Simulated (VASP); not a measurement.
A cell of RuAl (CsCl type) near equilibrium:

```yaml
crystal:
  lattice:
    - [2.98163, 0.00000, 0.00000]
    - [0.00000, 2.98163, 0.00000]
    - [0.00000, 0.00000, 2.98163]
  atoms:
    - { symbol: Al, position: [0.50000, 0.50000, 0.50000] }
    - { symbol: Ru, position: [0.00000, 0.00000, 0.00000] }
```

Level of theory: r2SCAN meta-GGA, VASP's PBE PAW potentials (set 64) (plane waves; VASP).

```csv
run,ΔE (meV/atom),σxx,σyy,σzz,"largest shear component, with its sign (GPa)",largest force (eV/Å)
as it is,0.0,0.12,0.12,0.12,0.00,0.000
after one change,17.1,-8.92,-8.92,-8.92,0.00,0.000
```
Stress is in GPa, positive when the cell is compressed.

Problem. Which change was made?
A. biaxial strain of -2.0 % in the xy plane
B. atom 1 (Al) moved by -0.100 Å along y
C. atom 1 (Al) moved by 0.200 Å along z
D. isotropic strain of +1.5 %

Solution. D, isotropic strain of +1.5 %

The compound is RuAl in the CsCl type structure. The electron count is odd and the run is not spin-polarised, which forces a metal.
